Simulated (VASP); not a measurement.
Data:

```
CELL_PARAMETERS angstrom
      0.00000     2.73720     2.73720
      2.73720     0.00000     2.73720
      2.73720     2.73720     0.00000
ATOMIC_POSITIONS crystal
  Ca 0.00000 0.00000 0.00000
  F  0.25000 0.25000 0.25000
  F  0.75000 0.75000 0.75000
```

All values below come from PBE GGA with D3 dispersion (Becke-Johnson damping), VASP's PBE PAW potentials (set 64) (plane waves; VASP 6.6.1). Settings: 520 eV cut-off, Gaussian smearing of 0.050 eV, potentials Ca_sv F.

Question: Give the energies of bands 7 to 15 at the high-symmetry points, in eV from the valence-band maximum.

Answer: 
```
band      Γ      X      U      L      W
----  -----  -----  -----  -----  -----
7     -2.09  -2.68  -2.42  -1.50  -2.24
8     -2.09  -1.64  -1.72  -1.50  -2.11
9     -2.09  -1.64  -1.49  -1.28  -1.03
10    -0.26  -0.36  -0.64  -1.23  -1.03
11    -0.26  -0.36  -0.44  -0.83  -0.28
12    -0.26   0.00  -0.10  -0.83  -0.09
13     7.24   8.10   8.35   9.35   8.42
14     9.14   9.48   9.67   9.35   9.71
15     9.14  10.04   9.77   9.70   9.89
```

The gap is indirect, 7.24 eV, from the valence maximum at X to the conduction minimum at Γ.

Measured: gap 11.80 eV (computed value off by -4.56 eV), as given by E. Cadelano et al., The European Physical Journal B (2011), arXiv:1107.5962.

The compound is CaF2 in the fluorite structure. It was relaxed first.
